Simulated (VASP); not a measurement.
Data:

```
CELL_PARAMETERS angstrom
      4.72935     0.00000     0.00000
      0.00000     4.72935     0.00000
      0.00000     0.00000     3.21279
ATOMIC_POSITIONS crystal
  Sn 0.00000 0.00000 0.00000
  Sn 0.50000 0.50000 0.50000
  O  0.30566 0.30566 0.00000
  O  0.80566 0.19434 0.50000
  O  0.19434 0.80566 0.50000
  O  0.69434 0.69434 0.00000
```

Method: PBE GGA, VASP's PBE PAW potentials (set 64) (plane waves; VASP). Settings: 620 eV cut-off, 5×5×7 Γ-centred mesh, Gaussian smearing of 0.050 eV, potentials Sn_d O.

Energy and stress use the plane-wave basis of the starting cell.

### Question
The ions, cell shape and volume at an external pressure of 20.0 GPa are relaxed. Which structure does the run end with?

### Answer

```
CELL_PARAMETERS angstrom
      4.65005     0.00000     0.00000
      0.00000     4.65005     0.00000
      0.00000     0.00000     3.18559
ATOMIC_POSITIONS crystal
  Sn 0.00000 0.00000 0.00000
  Sn 0.50000 0.50000 0.50000
  O  0.30523 0.30523 0.00000
  O  0.80523 0.19477 0.50000
  O  0.19477 0.80523 0.50000
  O  0.69477 0.69477 0.00000
```
Space group P4_2/mnm (136), at a tolerance of 0.03 Å.

### Question
How do energy and volume change from the first to the last step?

### Answer
The energy (σ→0) changes by +45.4 meV/atom and the volume by -4.1 %, in 7 ionic steps.

```csv
step,E(σ→0) (eV),max force (eV/Å),pressure (GPa),volume (Å³)
1,-37.2054,0.005,9.79,71.86
2,-36.0258,0.384,42.89,64.21
3,-36.9489,0.119,19.80,69.04
4,-36.9420,0.122,19.98,68.99
5,-36.9301,0.070,20.04,68.86
6,-36.9321,0.045,20.02,68.88
7,-36.9329,0.017,19.97,68.88
```

The compound is SnO2 in the rutile structure. This run relaxes it under an external pressure of 20 GPa. Symmetry was kept, so distortions that lower it aren't found.
